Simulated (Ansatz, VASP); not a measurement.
# PbO: VASP beside Ansatz, part 2 of 2

One calculation is typed for both programs; each brings its own data sets and cutoff. How far apart do they land? The cell is taken from a series of VASP runs on this material, whose earlier steps may have relaxed, scaled or displaced it; both programs get it as it stands. Other levels of theory on this material are compared in a session of their own.

VASP 6.6.1 and Ansatz 0.2.0.

So far. Step 2 (VASP: band structure, LDA, spin-orbit coupling): The run ends at a pressure of -1.83 GPa, with forces up to 0.021 eV/Å.

### Step 3. Ansatz: band structure, LDA, spin-orbit coupling

Level of this step: Ansatz beside VASP: Kohn-Sham DFT, plane waves, LDA, spin-orbit coupling (Ansatz).

Ansatz runs on its fully relativistic PAW (standard-fr) files.

The same cell, functional (in two slightly different forms), mesh and smearing now go to Ansatz, which takes its cutoff from its data sets.

The input, input.yaml:

```yaml
crystal:
  lattice:
    - [3.99, 0.0, 0.0]
    - [0.0, 3.99, 0.0]
    - [0.0, 0.0, 5.01]
  atoms:
    - { symbol: Pb, position: [0.0, 0.5, 0.2333557641] }
    - { symbol: Pb, position: [0.5, 0.0, 0.7666442359] }
    - { symbol: O, position: [0.0, 0.0, 0.0] }
    - { symbol: O, position: [0.5, 0.5, 0.0] }
hamiltonian:
  xc: lda
  pseudopotentials: { kind: paw_fr }
magnetization:
  noncollinear: true
  spin_orbit: true
kpoints:
  mp_grid: { grid: [8, 8, 6] }
  band_path:
    path:
      - [0.0, 0.0, 0.0]
      - [0.0, 0.13333, 0.0]
      - [0.0, 0.3, 0.0]
      - [0.0, 0.46667, 0.0]
      - [0.1, 0.5, 0.0]
      - [0.26667, 0.5, 0.0]
      - [0.43333, 0.5, 0.0]
      - [0.5, 0.5, 0.0]
      - [0.43333, 0.43333, 0.0]
      - [0.26667, 0.26667, 0.0]
      - [0.1, 0.1, 0.0]
      - [0.0, 0.0, 0.03333]
      - [0.0, 0.0, 0.2]
      - [0.0, 0.0, 0.36667]
      - [0.0, 0.0, 0.5]
      - [0.0, 0.16667, 0.5]
      - [0.0, 0.3, 0.5]
      - [0.0, 0.46667, 0.5]
      - [0.1, 0.5, 0.5]
      - [0.26667, 0.5, 0.5]
      - [0.43333, 0.5, 0.5]
      - [0.43333, 0.43333, 0.5]
      - [0.26667, 0.26667, 0.5]
      - [0.1, 0.1, 0.5]
      - [0.0, 0.5, 0.03333]
      - [0.0, 0.5, 0.2]
      - [0.0, 0.5, 0.36667]
      - [0.5, 0.5, 0.0]
      - [0.5, 0.5, 0.16667]
      - [0.5, 0.5, 0.33333]
      - [0.5, 0.5, 0.5]
    npoints: 1
scf:
  occupations: { method: gaussian, width: 0.02 }
  n_extra_bands: 16
output:
  forces: true
  stress: true
  eigenvalues: true
```

Command:

```console
> ansatz run input.yaml --threads 2 --pin off --max-ram 4608MiB --backend cpu --events-out ev --progress --plain --runs-dir out
```

Numbers of over 12 decimals in the logs are rounded to 6 here.

Log:

```text
scf.n_extra_bands = 16 over 40 filled bands (N_el = 40.0): the run solves 56 bands
Engine: ansatz 0.2.0, aarch64-unknown-linux-gnu
Pseudopotentials: kind: paw_fr
Pseudopotential: Pb, paw_fr, valence charge 14, recommended cutoff 420 eV (normal), Pb.paw.azcp#standard-fr
Pseudopotential: O, paw_fr, valence charge 6, recommended cutoff 420 eV (normal), O.paw.azcp#standard-fr
Functional definition: SPW92
  exchange = slater_x
  correlation = pw_c
non-collinear run that drives no moment, with spin-orbit: no starting moment large enough to seed its density (crystal.atoms[].spin), no starting occupations that ask for one, no magnetisation constraint and no magnetic field, so the semilocal B_xc is pinned to zero
Crystal: 4 atoms, lattice volume = 79.760 Å³
Basis set: ecut = 420 eV, 1569 PW (Γ)
Bands: 56, of which v1, the nominal top of the filled ones, is band 40 counted from 1 (39 counted from 0)
Symmetry: 16 space group operations + 16 with time reversal
Magnetic group: BNS 129.412 (UNI 1072), of the structure as read, at distance tolerance 4.3e-5 Å
k-points: 60 of 384
Projection manifold: j_resolved (fully-relativistic pseudo-atomic orbitals)
Non-local potential: Pb, projectors of the file, l = 0: 2, l = 1: 4, l = 2: 4, l = 3: 4
Non-local potential: O, projectors of the file, l = 0: 2, l = 1: 4, l = 2: 2
PAW form: soft (Blöchl's): semilocal exchange-correlation on the pseudo side does not see the compensation charge
PAW frozen core: Pb, regenerated for the run's functional, and the local potential with it (the file was generated under x = pbe(κ = 0.804, μ = 0.219515), c = pbe(β = 0.066725))
PAW frozen core: O, regenerated for the run's functional, and the local potential with it (the file was generated under x = pbe(κ = 0.804, μ = 0.219515), c = pbe(β = 0.066725))
PAW one-centre angular grid: Pb, 590 points (default); XC on 64 Gauss nodes
PAW one-centre angular grid: O, 110 points (default); XC on 64 Gauss nodes
Initial density: superposition of atomic densities (chi_scale 0.1, normalization cell, long waves kept (reshape's long-wave potential 0.12 eV rms))
Initial wavefunctions: pseudopotential atomic-orbital guess
Functional: x = slater, c = lda
SCF iter   1: F=—  HF=-24388.260040 eV  |F-HF|=—  |Δ(HF+E_count)|=         —  Δρ=3.73e-2  dr2=1.29e0  dr2_m=0.00e0 (ungated)  ethr=3.10e-3  |M|=0.00e0 ∫|m|=0.00e0 μB  |m|>n=0.0e0 m-floor=0.0e0 τ_xc=0.0e0  β_m=0.30  ⟨swp⟩=7.2  Hψ=9252  notcnv=0  defer=206
preconditioner: auto → Resta (q_TF=auto, 2.432 Å⁻¹)  ε∞=3.3  [insulator: Δε(μ)=1.460 eV  Ē_g=17.504 eV  σ=0.020 eV  W_gap=1.00  n_scr=18 (ndim 8)  ℏωp=26.3 eV  f_vac=0.000  D(μ)=0.00/eV (n_scr^D=0)  ε∞_Penn≈3.3]
spin=Noncollinear: Resta preconditioning applied to the charge; magnetization (m_x, m_y, m_z) channels mix plain (no charge-response kernel on spin).
SCF iter   2: F=—  HF=-24388.015396 eV  |F-HF|=—  |Δ(HF+E_count)|=   2.45e-1  Δρ=2.52e-2  dr2=5.12e-1  dr2_m=0.00e0 (ungated)  ethr=3.10e-3  |M|=0.00e0 ∫|m|=0.00e0 μB  |m|>n=0.0e0 m-floor=0.0e0 τ_xc=0.0e0  β_m=0.51  ⟨swp⟩=2.0  Hψ=2130  notcnv=0  defer=632
SCF iter   3: F=—  HF=-24387.885234 eV  |F-HF|=—  |Δ(HF+E_count)|=   1.30e-1  Δρ=8.76e-3  dr2=8.31e-2  dr2_m=0.00e0 (ungated)  ethr=1.28e-3  |M|=0.00e0 ∫|m|=0.00e0 μB  |m|>n=0.0e0 m-floor=0.0e0 τ_xc=0.0e0  β_m=0.50  ⟨swp⟩=2.2  Hψ=2620  notcnv=0  defer=644
SCF iter   4: F=—  HF=-24387.873318 eV  |F-HF|=—  |Δ(HF+E_count)|=   1.19e-2  Δρ=3.67e-3  dr2=8.48e-3  dr2_m=0.00e0 (ungated)  ethr=2.08e-4  |M|=0.00e0 ∫|m|=0.00e0 μB  |m|>n=0.0e0 m-floor=0.0e0 τ_xc=0.0e0  β_m=0.72  ⟨swp⟩=3.0  Hψ=2028  notcnv=0  defer=644
SCF iter   5: F=—  HF=-24387.873241 eV  |F-HF|=—  |Δ(HF+E_count)|=   7.69e-5  Δρ=6.28e-4  dr2=3.23e-4  dr2_m=0.00e0 (ungated)  ethr=2.12e-5  |M|=0.00e0 ∫|m|=0.00e0 μB  |m|>n=0.0e0 m-floor=0.0e0 τ_xc=0.0e0  β_m=0.86  ⟨swp⟩=3.0  Hψ=2804  notcnv=0  defer=648
SCF iter   6: F=—  HF=-24387.873331 eV  |F-HF|=—  |Δ(HF+E_count)|=   8.92e-5  Δρ=2.15e-4  dr2=3.76e-5  dr2_m=0.00e0 (ungated)  ethr=8.08e-7  |M|=0.00e0 ∫|m|=0.00e0 μB  |m|>n=0.0e0 m-floor=0.0e0 τ_xc=0.0e0  β_m=0.93  ⟨swp⟩=2.0  Hψ=1836  notcnv=0  defer=648
SCF iter   7: F=—  HF=-24387.873332 eV  |F-HF|=—  |Δ(HF+E_count)|=   1.43e-6  Δρ=2.41e-5  dr2=5.94e-7  dr2_m=0.00e0 (ungated)  ethr=9.39e-8  |M|=0.00e0 ∫|m|=0.00e0 μB  |m|>n=0.0e0 m-floor=0.0e0 τ_xc=0.0e0  β_m=0.96  ⟨swp⟩=2.2  Hψ=1953  notcnv=0  defer=648
SCF iter   8: F=-24387.873332 eV  HF=-24387.873332 eV  |F-HF|=5.64e-9  |Δ(HF+E_count)|=   2.32e-7  Δρ=7.50e-6  dr2=4.96e-8  dr2_m=0.00e0 (ungated)  ethr=2.50e-10  |M|=0.00e0 ∫|m|=0.00e0 μB  |m|>n=0.0e0 m-floor=0.0e0 τ_xc=0.0e0  ⟨swp⟩=13.3  Hψ=10571  notcnv=0
SCF 1 converged in 8 iterations: F = -24387.873332 eV  dr2 = 4.96e-8
  greatest PAW one-centre occupation: 0.983 electrons in one spin orbital (limit 2), on the Pb atom at site 1 (counted from 0), in its partial waves of l = 2
NSCF: frozen V_eff on 31 k-points
SCF converged after 8 iterations
Magnetization: |M| = 0.0000 μB,  M = (+0.0000, +0.0000, +0.0000) μB
Absolute magnetization: 0.0000 μB (∫|m|)
  site 0: m = (+0.0000, +0.0000, +0.0000) μB, |m| = 0.0000 μB  (R = 0.95 Å)
  site 1: m = (+0.0000, +0.0000, +0.0000) μB, |m| = 0.0000 μB  (R = 0.95 Å)
  site 2: m = (+0.0000, +0.0000, +0.0000) μB, |m| = 0.0000 μB  (R = 0.95 Å)
  site 3: m = (+0.0000, +0.0000, +0.0000) μB, |m| = 0.0000 μB  (R = 0.95 Å)
Free energy (F): -24387.873332 eV
Harris-Foulkes:  -24387.873332 eV  (|F-HF|=5.64e-9)
Internal energy: -24387.873332 eV  (E = F + TS)
E sigma→0 (E₀):  -24387.873332 eV
Fermi energy:    8.620627 eV
--- Per-component energies (eV) ---
  E_band       = -118.761157
  E_kinetic    = 927.534142
  E_local      = -3148.022249  (includes V_loc(G=0)·N_el)
  E_nonlocal   = 811.427588
  E_hartree    = 1246.475819
  E_xc         = -582.398267
  E_vxc        = -452.649318  (∫ρ·V_xc dr)
  E_paw        = -20576.347741  (= ΣΔE_a)
  E_vpaw       = -750.014024  (= ΣTr[D̂ρ^β])
  E_aug_tail   = 0.004899  (compensation charges beyond the density's cutoff)
  E_ewald      = -3066.649197
  E_core_change = 0.101675  (= ΣΔE_core)
  E_smearing   = -0.000000  (= −TS)
  E_closure    = 0.000000  (closes the sum)
  Σ components = -24387.873332   (vs F -24387.873332, Δ=0.00e0)
--- Forces (eV/Å), atoms counted from 1 ---
  atom   1  Pb     0.00000000     0.00000000    -0.04545267
  atom   2  Pb     0.00000000     0.00000000     0.04545267
  atom   3  O      0.00000000     0.00000000    -0.00000000
  atom   4  O      0.00000000     0.00000000     0.00000000
  max |Σ_I F_I| component: 0.00e0 eV/Å
--- Stress (GPa, compression-positive) ---
       -2.628355       0.000000       0.000000
        0.000000      -2.628355       0.000000
        0.000000       0.000000      -1.113517
  P = ⅓ Tr σ = -2.1234 GPa (-21.234 kbar)
--- Band table (eV; the first three rows and the last of 60) ---
  k-point 0: bands = [... 36 lower, 6.3176, 6.3176, 7.9867, 7.9867, 10.1381, 10.1381, 12.2411, 12.2411, ... 12 higher]
  k-point 1: bands = [... 36 lower, 6.3139, 6.3139, 7.8554, 7.8554, 9.8890, 9.8890, 12.0751, 12.0751, ... 12 higher]
  k-point 2: bands = [... 36 lower, 6.3049, 6.3049, 7.4310, 7.4310, 9.6241, 9.6241, 11.6924, 11.6924, ... 12 higher]
  k-point 59: bands = [... 36 lower, 6.8791, 6.8791, 6.8791, 6.8791, 11.3413, 11.3413, 11.3413, 11.3413, ... 12 higher]
```

The job ended after 75 s (2 threads of Arm Neoverse N1, shared host; peak memory 0.71 GiB).

The column dr2 measures how far the density is from self-consistency, as an energy; F and HF (Harris–Foulkes) agree once it is small.

### Step 4. Differences

Known differences besides the potentials themselves: spin-orbit coupling enters by fully relativistic files in Ansatz and inside the spheres in VASP; the two LDA forms differ slightly; the cutoff is 420 eV in Ansatz and 520 eV in VASP; VASP's log shows a relativistic correction to its local exchange, Ansatz's none. Total energies have different zeros and are not compared.

The two programs side by side:

```
                                        quantity  Ansatz   VASP  difference
                                  pressure (GPa)   -2.12  -1.83       -0.30
pressure without Ansatz's Pulay correction (GPa)   -2.54  -1.83       -0.72
                   gap over the path points (eV)   1.224  1.225      -0.001
```

Levels at points of the path, from each program's valence-band top (eV; 8 filled, then empty):

```
k (reciprocal lattice)                                                                         Ansatz                                                                           VASP
     0.000 0.000 0.000  -1.91 -1.91 -1.73 -1.73 -1.69 -1.69 -0.02 -0.02 2.13 2.13 4.23 4.23 5.30 5.30  -1.90 -1.90 -1.74 -1.74 -1.70 -1.70 -0.03 -0.03 2.16 2.16 4.40 4.40 5.33 5.33
     0.000 0.133 0.000    -2.23 -2.23 -1.88 -1.88 -1.74 -1.74 0.00 0.00 2.58 2.58 3.95 3.95 5.08 5.08    -2.22 -2.22 -1.89 -1.89 -1.75 -1.75 0.00 0.00 2.62 2.62 4.06 4.06 5.13 5.13
     0.000 0.300 0.000  -2.69 -2.69 -2.32 -2.32 -2.10 -2.10 -0.39 -0.39 3.12 3.12 3.54 3.54 5.02 5.02  -2.69 -2.69 -2.33 -2.33 -2.11 -2.11 -0.38 -0.38 3.16 3.16 3.56 3.56 5.08 5.08
     0.000 0.467 0.000  -3.15 -3.15 -2.91 -2.91 -1.80 -1.80 -1.42 -1.42 3.20 3.20 3.32 3.32 5.75 5.75  -3.16 -3.16 -2.93 -2.93 -1.80 -1.80 -1.42 -1.42 3.22 3.22 3.34 3.34 5.83 5.83
     0.100 0.500 0.000  -2.81 -2.81 -2.80 -2.80 -1.62 -1.62 -1.54 -1.54 3.12 3.12 3.19 3.19 5.29 5.29  -2.82 -2.82 -2.81 -2.81 -1.62 -1.62 -1.55 -1.55 3.15 3.15 3.21 3.21 5.37 5.37
     0.267 0.500 0.000  -2.19 -2.19 -2.06 -2.06 -1.51 -1.51 -1.37 -1.37 2.33 2.33 2.40 2.40 4.95 4.95  -2.19 -2.19 -2.07 -2.07 -1.51 -1.51 -1.38 -1.38 2.35 2.35 2.41 2.41 5.00 5.00
     0.433 0.500 0.000  -1.68 -1.68 -1.63 -1.63 -1.20 -1.20 -1.18 -1.18 1.31 1.31 1.40 1.40 5.16 5.16  -1.67 -1.67 -1.62 -1.62 -1.21 -1.21 -1.19 -1.19 1.32 1.32 1.40 1.40 5.16 5.16
     0.500 0.500 0.000  -1.62 -1.62 -1.62 -1.62 -1.13 -1.13 -1.13 -1.13 1.22 1.22 1.22 1.22 5.26 5.26  -1.61 -1.61 -1.61 -1.61 -1.14 -1.14 -1.14 -1.14 1.23 1.23 1.23 1.23 5.25 5.25
     0.433 0.433 0.000  -1.85 -1.85 -1.49 -1.49 -1.36 -1.36 -1.15 -1.15 1.41 1.41 1.53 1.53 5.11 5.11  -1.85 -1.85 -1.48 -1.48 -1.37 -1.37 -1.15 -1.15 1.42 1.42 1.54 1.54 5.11 5.11
     0.267 0.267 0.000  -2.91 -2.91 -2.67 -2.67 -1.33 -1.33 -0.55 -0.55 2.85 2.85 3.12 3.12 4.42 4.42  -2.91 -2.91 -2.69 -2.69 -1.34 -1.34 -0.54 -0.54 2.87 2.87 3.16 3.16 4.46 4.46
```

At this near-relaxed geometry the largest component of a force difference is 67 meV/Å. Among the levels compared at these points, filled levels agree within 20 meV and empty ones within 168 meV. Ansatz's pressure holds a Pulay correction of 0.42 GPa; VASP's holds none.

### Step 5. Further runs

Further runs change the set-up of one program: Ansatz's method, potentials or start, or VASP's data sets, cutoff or form of LDA. The table gives Ansatz less VASP for each quantity, since a change that brings one quantity closer may part another.

```
                                    run  r.m.s. force difference (meV/Å)  pressure (GPa)  gap over the path points (eV)  pressure without Ansatz's Pulay correction (GPa)
                               as above                               27           -0.30                        -5.0e-4                                             -0.72
                   cores kept as stored                               26           -0.28                        -0.0021                                             -0.67
Ansatz's larger PAW set (cutoff 900 eV)                               23           -0.22                         0.0044                                             -0.28
```

### Step 6. Summary of results

```json
{"r.m.s. force difference (band structure, LDA, spin-orbit coupling)": "27 meV/Å"}
```

The r.m.s. force difference is 27 meV/Å (band structure, LDA, spin-orbit coupling), beyond the 12 meV/Å picked in this series as the mark of a large difference. Band structure, LDA, spin-orbit coupling, cores kept as stored: the difference in gap over the path points goes from -5.0e-4 to -0.0021 eV. Band structure, LDA, spin-orbit coupling, Ansatz's larger PAW set (cutoff 900 eV): the difference in pressure goes from -0.30 to -0.22 GPa; the difference in gap over the path points goes from -5.0e-4 to 0.0044 eV; the difference in pressure without Ansatz's Pulay correction goes from -0.72 to -0.28 GPa. 18 further runs of this series are not shown here. Such differences can come from data sets, numerical settings and the points named under the comparisons, not from the functional's error against experiment.

[Lines on the potential files, build, host, timing and source positions are cut from VASP's logs without a mark.]

[Logs are printed without paths, hosts, clocks, repeated set-up lines and the standing remarks that a program may print on its own settings, such as how far it seeks lower states.]

[Hosts, paths, dates, database ids (printed as entryN), source tags and the programs' standing remarks are cut or masked in the printed files.]
